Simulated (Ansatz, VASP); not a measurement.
## Cross-check of SnPb2 between VASP and Ansatz

Wanted: the spread between two codes on one cell, functional and k mesh. The cell is generated by rule, not measured, and may not be a known phase. The cell is taken from a series of runs on this material, whose earlier steps may have relaxed, scaled, displaced or heated it; both programs get it as it stands.

Method: plane waves, with VASP 6.6.1 beside it; zone-centre phonons at PBEsol, in Ansatz 0.2.0.

The structure was built from a prototype and need not be the compound's stable phase.

### Step 1. Set-up

The structure is tetragonal, space group P4_222 (No. 93). The conventional cell has a = 8.287 Å, b = 8.287 Å, c = 3.279 Å, α = 90.00°, β = 90.00°, γ = 90.00°. Nearest to Sn lie 4 Pb at 3.15 Å and 2 Sn at 3.28 Å. Nearest to Pb lie 2 Sn at 3.15 Å and 6 Pb at 3.28 to 3.43 Å. Farther neighbours are not listed.

### Step 2. Ansatz: zone-centre phonons, PBEsol

Ansatz runs on norm-conserving files, of PseudoDojo where its log says so.

Second derivatives magnify differences that forces hide, and they need a tight electronic threshold.

input.yaml

```yaml
crystal:
  lattice:
    - [8.2871563377, 0.0, 0.0]
    - [0.0, 8.2871563377, 0.0]
    - [0.0, 0.0, 3.2790704333]
  atoms:
    - { symbol: Sn, position: [0.0, 0.5, 0.0] }
    - { symbol: Sn, position: [0.5, 0.0, 0.5] }
    - { symbol: Pb, position: [0.6818388955, 0.3181611045, 0.75] }
    - { symbol: Pb, position: [0.3181611045, 0.3181611045, 0.25] }
    - { symbol: Pb, position: [0.3181611045, 0.6818388955, 0.75] }
    - { symbol: Pb, position: [0.6818388955, 0.6818388955, 0.25] }
kpoints:
  mp_grid: { grid: [4, 4, 12] }
hamiltonian:
  xc: pbesol
  pseudopotentials: { kind: nc }
scf:
  occupations: { method: methfessel_paxton, width: 0.2 }
output:
  eigenvalues: true
phonons:
  method: dfpt
```

The run is started by

```sh
ansatz run input.yaml --threads 8 --pin off --max-ram 14336MiB --backend cpu --events-out ev --progress --plain --runs-dir out
```

Numbers of over 12 decimals in the logs are rounded to 6 here.

The log of the run:

```text
Engine: ansatz 0.2.0, aarch64-unknown-linux-gnu
Pseudopotentials: kind: nc
Pseudopotential: Sn, nc, valence charge 14, recommended cutoff 979.609905 eV (normal), Sn.nc.azcp (PseudoDojo's, or run here from an input of PseudoDojo's: the run reads no file of this project's for it)
Pseudopotential: Pb, nc, valence charge 14, recommended cutoff 850 eV (normal), Pb.nc.azcp (PseudoDojo's, or run here from an input of PseudoDojo's: the run reads no file of this project's for it)
Functional definition: PBEsol
  exchange = pbesol_x
  correlation = pbesol_c
Crystal: 6 atoms, lattice volume = 225.197 Å³
Basis set: ecut = 979.609905 eV, 15605 PW (Γ), exchange–correlation on 180×180×72 points (8 copies of the dense FFT grid, shifted against one another)
Bands: 51, of which v1, the nominal top of the filled ones, is band 42 counted from 1 (41 counted from 0)
Symmetry: 8 space group operations
k-points: 100 of 192 (irreducible under 1 space group operation, time reversal used)
Non-local potential: Sn, projectors of the file, l = 0: 2, l = 1: 2, l = 2: 2, l = 3: 2
Non-local potential: Pb, projectors of the file, l = 0: 3, l = 1: 2, l = 2: 2, l = 3: 1
Initial density: superposition of atomic densities (chi_scale 0.1, normalization cell, long waves kept (reshape's long-wave potential 0.11 eV rms))
Initial wavefunctions: pseudopotential atomic-orbital guess
Functional: x = pbesol(κ = 0.804, μ = 0.123457), c = pbesol(β = 0.046)
SCF iter   1: F=—  HF=-11875.862241 eV  |F-HF|=—  |Δ(HF+E_count)|=         —  Δρ=2.36e-2  dr2=6.16e0  ethr=3.10e-3  ⟨swp⟩=6.7  Hψ=18094  notcnv=0
preconditioner: auto → LDOS  [metal: Δε(μ)=0.069 eV  Ē_g=16.856 eV  σ=0.200 eV  W_gap=0.29  n_scr=46 (ndim 8)  ℏωp=22.7 eV  f_vac=0.158  D(μ)=2.74/eV (n_scr^D=8)  β→1.0]
SCF iter   2: F=—  HF=-11874.451913 eV  |F-HF|=—  |Δ(HF+E_count)|=    1.41e0  S|Δr|=    0.00e0  Δρ=9.90e-3  dr2=3.55e-1  ethr=3.10e-3  ⟨swp⟩=3.0  Hψ=10367  notcnv=0  defer=214
SCF iter   3: F=—  HF=-11874.366065 eV  |F-HF|=—  |Δ(HF+E_count)|=   8.58e-2  S|Δr|=    0.00e0  Δρ=2.31e-3  dr2=1.24e-2  ethr=4.23e-4  ⟨swp⟩=2.0  Hψ=8887  notcnv=0  defer=210
SCF iter   4: F=—  HF=-11874.362413 eV  |F-HF|=—  |Δ(HF+E_count)|=   3.65e-3  S|Δr|=    0.00e0  Δρ=6.03e-4  dr2=1.34e-3  ethr=1.48e-5  ⟨swp⟩=2.0  Hψ=7833  notcnv=0  defer=210
SCF iter   5: F=—  HF=-11874.362190 eV  |F-HF|=—  |Δ(HF+E_count)|=   2.23e-4  S|Δr|=    0.00e0  Δρ=2.21e-4  dr2=8.15e-5  ethr=1.59e-6  ⟨swp⟩=2.0  Hψ=8100  notcnv=0  defer=210
SCF iter   6: F=—  HF=-11874.362165 eV  |F-HF|=—  |Δ(HF+E_count)|=   2.45e-5  S|Δr|=    0.00e0  Δρ=2.54e-5  dr2=1.57e-6  ethr=9.70e-8  ⟨swp⟩=2.0  Hψ=8161  notcnv=0  defer=210
SCF iter   7: F=—  HF=-11874.362188 eV  |F-HF|=—  |Δ(HF+E_count)|=   2.28e-5  S|Δr|=    0.00e0  Δρ=6.04e-6  dr2=1.13e-7  ethr=1.86e-9  ⟨swp⟩=2.0  Hψ=9255  notcnv=0  defer=210
SCF iter   8: F=—  HF=-11874.362188 eV  |F-HF|=—  |Δ(HF+E_count)|=  3.91e-10  S|Δr|=    0.00e0  Δρ=1.01e-6  dr2=2.29e-9  ethr=1.34e-10  ⟨swp⟩=2.5  Hψ=9181  notcnv=0  defer=210
SCF iter   9: F=—  HF=-11874.362188 eV  |F-HF|=—  |Δ(HF+E_count)|=  1.24e-10  S|Δr|=    0.00e0  Δρ=1.31e-7  dr2=3.38e-11  ethr=2.73e-12  ⟨swp⟩=2.9  Hψ=9787  notcnv=0  defer=210
SCF iter  10: F=-11874.362188 eV  HF=-11874.362188 eV  |F-HF|=1.82e-12  |Δ(HF+E_count)|=  1.82e-12  S|Δr|=    0.00e0  Δρ=1.57e-8  dr2=4.48e-13  ethr=1.00e-12  ⟨swp⟩=13.9  Hψ=28804  notcnv=0
SCF 1 converged in 10 iterations: F = -11874.362188 eV  dr2 = 4.48e-13
DFPT response loops at Γ: preconditioner auto → none (partly filled bands, converged f_vac=0.171); β = 0.50; Broyden in place of MSR1
SCF converged after 10 iterations
Stability not checked: this state was not tested for a lower state beside it, because cold or Methfessel-Paxton smearing, or corrected tetrahedra, fill the levels in a way that the test cannot read (fill_not_monotonic; see scf.lower_state_search)
Free energy (F): -11874.362188 eV
Harris-Foulkes:  -11874.362188 eV  (|F-HF|=1.82e-12)
Internal energy: -11874.351666 eV  (E = F + TS)
E sigma→0 (E₀):  -11874.359558 eV
Entropy (-TS):   -0.010522 eV (-1.754 meV/atom)
Fermi energy:    7.853858 eV
--- Per-component energies (eV) ---
  E_band       = -567.252690
  E_kinetic    = 6300.671138
  E_local      = -9344.910234  (includes V_loc(G=0)·N_el)
  E_nonlocal   = -3229.376075
  E_hartree    = 3808.558128
  E_xc         = -3292.571131
  E_vxc        = -1910.753733  (∫ρ·V_xc dr)
  E_ewald      = -6116.723493
  E_smearing   = -0.010522  (= −TS)
  E_closure    = -0.000000  (closes the sum)
  Σ components = -11874.362188   (vs F -11874.362188, Δ=0.00e0)
--- Band table (eV; the first three rows and the last of 100) ---
  k-point 0: bands = [... 38 lower, 5.9717, 7.4324, 7.4324, 7.7153, 9.9252, 9.9252, 10.1730, 10.8458, ... 5 higher]
  k-point 1: bands = [... 38 lower, 6.0706, 7.4551, 7.5694, 7.8168, 9.9595, 10.0302, 10.1563, 10.3640, ... 5 higher]
  k-point 2: bands = [... 38 lower, 6.3546, 7.5764, 7.8748, 8.0677, 8.6030, 9.6510, 9.8691, 10.2335, ... 5 higher]
  k-point 99: bands = [... 38 lower, 4.9615, 5.9541, 6.2904, 6.8890, 6.9539, 6.9539, 9.0488, 9.0488, ... 5 higher]
--- Phonons (Γ-DFPT): 5 representative perturbations + reference, on 100 of 192 k-points (Σ response iterations 20) ---
  k mesh reduced under 1 symmetry operation, with k and −k counted as one. Each operation leaves every solved perturbation unchanged. A smaller set is not used because it would not reduce the number of displacements times k-points to solve
  ASR residual: 1.158e-3 → 0.000e0 eV/Å²; symmetrization residual: 2.827e-4 eV/Å²
  ASR residual per site (eV/Å²): 1.16e-3 1.16e-3 4.55e-4 4.55e-4 4.55e-4 4.55e-4
  Γ frequencies (cm⁻¹): -30.03 -27.82 0.00 0.00 0.00 17.97 22.33 22.33 30.59 46.52 46.52 57.87 71.06 71.34 71.34 77.12 120.07 120.07
  non-analytic LO–TO correction: not included (Born effective charges unavailable; polar crystals: no LO–TO splitting at Γ)
```

The column dr2 measures how far the density is from self-consistency, as an energy; F and HF (Harris–Foulkes) agree once it is small.

### Step 3. VASP: zone-centre phonons, PBEsol

The same cell, functional, mesh and smearing now go to VASP, with its own data sets.

Lines of VASP's logs that name or quote its potential files are left out, and so is its time.

INCAR

```
SYSTEM = SnPb2
PREC = Accurate
ENCUT = 500
EDIFF = 1E-08
NELM = 120
ISMEAR = 1
SIGMA = 0.2
LREAL = .FALSE.
ALGO = Normal
GGA = PS
NBANDS = 52
LORBIT = 11
LWAVE = .FALSE.
LCHARG = .FALSE.
ISIF = 2
IBRION = 8
LASPH = .TRUE.
GGA_COMPAT = .FALSE.
KPAR = 2
```

POSCAR

```
SnPb2
1.0
    8.2871563377      0.0000000000      0.0000000000
    0.0000000000      8.2871563377      0.0000000000
    0.0000000000      0.0000000000      3.2790704333
Sn Pb
2 4
Direct
    0.0000000000      0.5000000000      0.0000000000
    0.5000000000      0.0000000000      0.5000000000
    0.6818388955      0.3181611045      0.7500000000
    0.3181611045      0.3181611045      0.2500000000
    0.3181611045      0.6818388955      0.7500000000
    0.6818388955      0.6818388955      0.2500000000
```

KPOINTS

```
Automatic mesh
0
Gamma
4 4 12
0 0 0
```

PAW data sets: Sn_d and Pb_d (PBE family, release 64).

The run is started by

```sh
mpirun -np 2 vasp_std
```

The log of the run:

```text
[banner, memory and clock lines left out]
running    2 mpi-ranks, on    1 nodes
 distrk:  each k-point on    1 cores,    2 groups
 distr:  one band on    1 cores,    1 groups

 POSCAR found type information on POSCAR SnPb
 POSCAR found :  2 types and       6 ions
|                                                                             |
|               ----> ADVICE to this user running VASP <----                  |
|                                                                             |
|     You enforced a specific xc type in the INCAR file but a different       |
|     [... a line on the potential file left out ...]
|     I HOPE YOU KNOW WHAT YOU ARE DOING!                                     |
|                                                                             |

 LDA part: xc-table for (Slater+PW92), standard interpolation
 POSCAR, INCAR and KPOINTS ok, starting setup
 FFT: planning ... GRIDC
 FFT: planning ... GRID_SOFT
 FFT: planning ... GRID
 WAVECAR not read
 entering main loop
       N       E                     dE             d eps       ncg     rms          rms(c)
DAV:   1     0.103983259691E+04    0.10398E+04   -0.39726E+04  4452   0.198E+03
DAV:   2     0.129065041936E+03   -0.91077E+03   -0.89520E+03  4368   0.571E+02
DAV:   3    -0.142851840090E+02   -0.14335E+03   -0.14064E+03  4940   0.245E+02
DAV:   4    -0.230394084418E+02   -0.87542E+01   -0.86960E+01  5084   0.658E+01
DAV:   5    -0.233684405586E+02   -0.32903E+00   -0.32884E+00  5796   0.129E+01    0.246E+00
DAV:   6    -0.232152456538E+02    0.15319E+00   -0.26571E-01  5688   0.388E+00    0.129E+00
DAV:   7    -0.231565922188E+02    0.58653E-01   -0.18866E-01  4932   0.296E+00    0.299E-01
DAV:   8    -0.231582907724E+02   -0.16986E-02   -0.33569E-02  5212   0.167E+00    0.107E-01
DAV:   9    -0.231588994607E+02   -0.60869E-03   -0.34660E-03  6048   0.443E-01    0.708E-02
DAV:  10    -0.231605462043E+02   -0.16467E-02   -0.14594E-03  5376   0.197E-01    0.299E-02
DAV:  11    -0.231609170249E+02   -0.37082E-03   -0.34982E-04  4792   0.949E-02    0.173E-02
DAV:  12    -0.231610931766E+02   -0.17615E-03   -0.19132E-04  5264   0.499E-02    0.617E-03
DAV:  13    -0.231611257481E+02   -0.32572E-04   -0.37200E-05  5616   0.151E-02    0.225E-03
DAV:  14    -0.231611303736E+02   -0.46255E-05   -0.51606E-06  4928   0.721E-03    0.121E-03
DAV:  15    -0.231611311164E+02   -0.74274E-06   -0.66295E-07  5180   0.466E-03    0.455E-04
DAV:  16    -0.231611313476E+02   -0.23125E-06   -0.19271E-07  3660   0.175E-03    0.202E-04
DAV:  17    -0.231611313648E+02   -0.17146E-07   -0.30316E-08  3396   0.701E-04    0.610E-05
DAV:  18    -0.231611313570E+02    0.77507E-08   -0.33784E-09  3284   0.411E-04
   1 F= -.23161131E+02 E0= -.23157636E+02  d E =-.104865E-01
 Linear response reoptimize wavefunctions to high precision
DAV:   1    -0.231611313604E+02   -0.33469E-08   -0.54914E-10  2848   0.172E-04
DAV:   2    -0.231611313604E+02    0.00000E+00   -0.22079E-10  2596   0.132E-04
 Linear response DOF=           5
 Linear response progress:
  Degree of freedom:   1/  5
       N       E                     dE             d eps       ncg     rms          rms(c)
RMM:   1    -0.225318719740E+00   -0.22532E+00    0.33619E-01 11202   0.464E+00
RMM:   2    -0.232350825110E+00   -0.70321E-02   -0.29298E-02 12537   0.726E-01    0.705E-02
RMM:   3    -0.232571913453E+00   -0.22109E-03   -0.35169E-03 13771   0.282E-01    0.208E-02
RMM:   4    -0.232575048742E+00   -0.31353E-05   -0.63224E-04 14987   0.119E-01    0.150E-02
RMM:   5    -0.232627391487E+00   -0.52343E-04   -0.13428E-04 14948   0.537E-02    0.102E-02
RMM:   6    -0.232670437909E+00   -0.43046E-04   -0.26822E-05 14401   0.225E-02    0.181E-03
RMM:   7    -0.232660777573E+00    0.96603E-05   -0.56126E-06 14270   0.998E-03    0.142E-03
RMM:   8    -0.232659483848E+00    0.12937E-05   -0.13103E-06 15224   0.435E-03    0.228E-04
RMM:   9    -0.232659966581E+00   -0.48273E-06   -0.39091E-07 14554   0.204E-03    0.262E-04
RMM:  10    -0.232660616464E+00   -0.64988E-06   -0.15155E-07 15435   0.102E-03    0.142E-04
RMM:  11    -0.232661816409E+00   -0.11999E-05   -0.51649E-08 14728   0.539E-04    0.347E-05
RMM:  12    -0.232662216995E+00   -0.40059E-06   -0.39571E-08 15440   0.302E-04    0.106E-05
RMM:  13    -0.232662338888E+00   -0.12189E-06   -0.73540E-08 14690   0.184E-04    0.139E-05
RMM:  14    -0.232662401766E+00   -0.62877E-07   -0.73977E-08 15755   0.121E-04    0.609E-06
RMM:  15    -0.232662443687E+00   -0.41922E-07   -0.73022E-08 15718   0.872E-05    0.472E-06
RMM:  16    -0.232662584992E+00   -0.14131E-06   -0.46784E-08 14950   0.701E-05    0.289E-06
RMM:  17    -0.232662527125E+00    0.57868E-07   -0.30610E-08 13904   0.581E-05    0.268E-06
RMM:  18    -0.232662574898E+00   -0.47773E-07   -0.26998E-08 14943   0.508E-05    0.855E-07
RMM:  19    -0.232662581629E+00   -0.67314E-08   -0.14023E-08 13698   0.461E-05    0.699E-07
 first order change of Fermi-energy  -0.19831E-03
 force on displaced ion       1 direction 1 :  -4.648   0.000  -0.000
 Linear response progress:
  Degree of freedom:   2/  5
       N       E                     dE             d eps       ncg     rms          rms(c)
RMM:   1    -0.223954953979E+00   -0.22395E+00    0.54676E-01 11738   0.536E+00
RMM:   2    -0.231192601158E+00   -0.72376E-02   -0.24435E-02 12392   0.611E-01    0.577E-02
RMM:   3    -0.231484972171E+00   -0.29237E-03   -0.28875E-03 14370   0.230E-01    0.141E-02
RMM:   4    -0.231491908348E+00   -0.69362E-05   -0.41637E-04 14576   0.931E-02    0.139E-02
RMM:   5    -0.231525740860E+00   -0.33833E-04   -0.86287E-05 14737   0.405E-02    0.115E-02
RMM:   6    -0.231553217417E+00   -0.27477E-04   -0.15136E-05 14243   0.177E-02    0.151E-03
RMM:   7    -0.231542962417E+00    0.10255E-04   -0.26327E-06 14843   0.716E-03    0.936E-04
RMM:   8    -0.231532458058E+00    0.10504E-04   -0.46636E-07 14437   0.299E-03    0.763E-04
RMM:   9    -0.231531279630E+00    0.11784E-05   -0.98051E-08 14568   0.127E-03    0.229E-04
RMM:  10    -0.231531778657E+00   -0.49903E-06   -0.39426E-08 15005   0.585E-04    0.838E-05
RMM:  11    -0.231531303064E+00    0.47559E-06   -0.34288E-08 15043   0.281E-04    0.393E-05
RMM:  12    -0.231531231418E+00    0.71646E-07   -0.25735E-08 14519   0.151E-04    0.309E-05
RMM:  13    -0.231531409543E+00   -0.17812E-06   -0.16147E-08 14759   0.923E-05    0.137E-05
RMM:  14    -0.231531428148E+00   -0.18605E-07   -0.18619E-08 14767   0.648E-05    0.298E-06
RMM:  15    -0.231531425525E+00    0.26231E-08   -0.16264E-08 15339   0.499E-05    0.111E-06
 first order change of Fermi-energy  -0.35803E-03
 force on displaced ion       1 direction 2 :   0.000  -1.508   0.000
 Linear response progress:
  Degree of freedom:   3/  5
       N       E                     dE             d eps       ncg     rms          rms(c)
RMM:   1    -0.206570146934E+00   -0.20657E+00    0.40762E-01 11413   0.501E+00
RMM:   2    -0.211442574280E+00   -0.48724E-02   -0.19852E-02 11161   0.504E-01    0.499E-02
RMM:   3    -0.211596589739E+00   -0.15402E-03   -0.25973E-03 13528   0.186E-01    0.151E-02
RMM:   4    -0.211528509519E+00    0.68080E-04   -0.29406E-04 12488   0.719E-02    0.141E-02
RMM:   5    -0.211535993274E+00   -0.74838E-05   -0.47860E-05 12947   0.293E-02    0.696E-03
RMM:   6    -0.211523531396E+00    0.12462E-04   -0.85844E-06 12706   0.139E-02    0.179E-03
RMM:   7    -0.211512547376E+00    0.10984E-04   -0.17521E-06 12930   0.587E-03    0.887E-04
RMM:   8    -0.211502836940E+00    0.97104E-05   -0.44861E-07 13400   0.267E-03    0.977E-04
RMM:   9    -0.211508108011E+00   -0.52711E-05   -0.56108E-08 12775   0.119E-03    0.373E-04
RMM:  10    -0.211508500193E+00   -0.39218E-06   -0.21261E-08 13951   0.568E-04    0.350E-04
RMM:  11    -0.211508560195E+00   -0.60002E-07   -0.10334E-09 13687   0.284E-04    0.339E-04
RMM:  12    -0.211510041723E+00   -0.14815E-05    0.11009E-08 12179   0.189E-04    0.759E-05
RMM:  13    -0.211511250791E+00   -0.12091E-05    0.21352E-08 12570   0.144E-04    0.167E-04
RMM:  14    -0.211510771951E+00    0.47884E-06    0.32293E-08 12548   0.956E-05    0.721E-05
RMM:  15    -0.211510138868E+00    0.63308E-06    0.29673E-08 13167   0.770E-05    0.180E-05
RMM:  16    -0.211510174623E+00   -0.35755E-07    0.17720E-08 13235   0.593E-05    0.393E-06
RMM:  17    -0.211510143497E+00    0.31126E-07    0.10882E-08 14119   0.506E-05    0.464E-06
RMM:  18    -0.211510125976E+00    0.17521E-07    0.35246E-09 13034   0.465E-05    0.428E-06
RMM:  19    -0.211510154567E+00   -0.28591E-07    0.14711E-09 12042   0.443E-05    0.195E-06
RMM:  20    -0.211510152036E+00    0.25305E-08   -0.32415E-09 10524   0.425E-05    0.205E-06
 first order change of Fermi-energy  -0.17521E-03
 force on displaced ion       1 direction 3 :   0.000   0.000   0.162
 Linear response progress:
  Degree of freedom:   4/  5
       N       E                     dE             d eps       ncg     rms          rms(c)
RMM:   1    -0.351599276725E+00   -0.35160E+00   -0.18799E-01 14395   0.307E+00
RMM:   2    -0.353447715896E+00   -0.18484E-02   -0.20522E-02 16663   0.775E-01    0.379E-02
RMM:   3    -0.353546991391E+00   -0.99275E-04   -0.24997E-03 18605   0.277E-01    0.177E-02
RMM:   4    -0.353471204293E+00    0.75787E-04   -0.36441E-04 18416   0.112E-01    0.101E-02
RMM:   5    -0.353410765246E+00    0.60439E-04   -0.73625E-05 17336   0.508E-02    0.265E-03
RMM:   6    -0.353404707702E+00    0.60575E-05   -0.13871E-05 18741   0.225E-02    0.147E-03
RMM:   7    -0.353402100706E+00    0.26070E-05   -0.19154E-06 16587   0.909E-03    0.753E-04
RMM:   8    -0.353397077852E+00    0.50229E-05   -0.34352E-07 17089   0.408E-03    0.235E-04
RMM:   9    -0.353395392189E+00    0.16857E-05   -0.17295E-07 17734   0.202E-03    0.152E-04
RMM:  10    -0.353395009513E+00    0.38268E-06    0.65246E-08 17212   0.870E-04    0.640E-05
RMM:  11    -0.353395072604E+00   -0.63091E-07    0.62187E-08 17660   0.449E-04    0.254E-05
RMM:  12    -0.353395371249E+00   -0.29864E-06    0.57622E-08 18487   0.249E-04    0.114E-05
RMM:  13    -0.353395499920E+00   -0.12867E-06    0.13682E-08 18224   0.154E-04    0.617E-06
RMM:  14    -0.353395494810E+00    0.51098E-08    0.17912E-08 18105   0.112E-04    0.301E-06
 first order change of Fermi-energy  -0.88879E-02
 force on displaced ion       3 direction 1 :  -2.629  -1.340  -0.572
 Linear response progress:
  Degree of freedom:   5/  5
       N       E                     dE             d eps       ncg     rms          rms(c)
RMM:   1    -0.318151959834E+00   -0.31815E+00   -0.19488E-01 14834   0.289E+00
RMM:   2    -0.320318142656E+00   -0.21662E-02   -0.14072E-02 17040   0.623E-01    0.250E-02
RMM:   3    -0.320426307386E+00   -0.10816E-03   -0.16857E-03 19160   0.202E-01    0.137E-02
RMM:   4    -0.320288201964E+00    0.13811E-03   -0.17105E-04 17394   0.794E-02    0.632E-03
RMM:   5    -0.320231881029E+00    0.56321E-04   -0.34599E-05 17814   0.344E-02    0.251E-03
RMM:   6    -0.320221639356E+00    0.10242E-04   -0.77310E-06 17912   0.163E-02    0.919E-04
RMM:   7    -0.320224651787E+00   -0.30124E-05   -0.12762E-06 17191   0.644E-03    0.276E-04
RMM:   8    -0.320223659744E+00    0.99204E-06   -0.26165E-07 18513   0.292E-03    0.154E-04
RMM:   9    -0.320222008796E+00    0.16509E-05   -0.33002E-08 16595   0.127E-03    0.728E-05
RMM:  10    -0.320222282640E+00   -0.27384E-06   -0.19984E-08 18147   0.614E-04    0.198E-05
RMM:  11    -0.320222579671E+00   -0.29703E-06   -0.15396E-08 17708   0.324E-04    0.138E-05
RMM:  12    -0.320222702580E+00   -0.12291E-06    0.20421E-09 18437   0.185E-04    0.762E-06
RMM:  13    -0.320222863289E+00   -0.16071E-06   -0.71347E-09 18041   0.127E-04    0.128E-06
RMM:  14    -0.320222863178E+00    0.11195E-09   -0.55317E-09 18936   0.952E-05    0.104E-06
 first order change of Fermi-energy  -0.23663E-03
 force on displaced ion       3 direction 3 :  -0.570  -0.571  -0.480
 Linear response finished
```

(Continued in part 2 of 2.)

[Lines on the potential files, build, host, timing and source positions are cut from VASP's logs without a mark.]

[Logs are printed without paths, hosts, clocks, repeated set-up lines and the standing remarks that a program may print on its own settings, such as how far it seeks lower states.]

[Hosts, paths, dates, database ids (printed as entryN), source tags and the programs' standing remarks are cut or masked in the printed files.]
